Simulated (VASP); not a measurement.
Consider the following.

```xyz
1
Lattice="-1.4744 1.4744 1.4744 1.4744 -1.4744 1.4744 1.4744 1.4744 -1.4744" Properties=species:S:1:pos:R:3 pbc="T T T"
V      0.0000     0.0000     0.0000
```

The numbers are results of PBE GGA, VASP's PBE PAW potentials (set 64) (plane waves; VASP), not measurements. Numerical set-up: 500 eV cut-off, 17×17×17 Γ-centred mesh, first-order Methfessel-Paxton smearing of 0.10 eV, potentials V_sv.

Energy and stress use the plane-wave basis of the starting cell.

### Question
The ions, cell shape and volume at an external pressure of 20.0 GPa are relaxed. Predict the relaxed structure.

### Answer

```xyz
1
Lattice="-1.4536 1.4536 1.4536 1.4536 -1.4536 1.4536 1.4536 1.4536 -1.4536" Properties=species:S:1:pos:R:3 pbc="T T T"
V      0.0000     0.0000     0.0000
```
Space group Im-3m (229), at a tolerance of 0.03 Å.

### Question
How do energy and volume change from the first to the last step?

### Answer
The energy (σ→0) changes by +49.0 meV/atom and the volume by -4.2 %, in 4 ionic steps.

The compound is V in the bcc structure. This run relaxes it under an external pressure of 20 GPa. Symmetry was kept, so distortions that lower it aren't found. The run is not spin-polarised, so no magnetic state was tried.
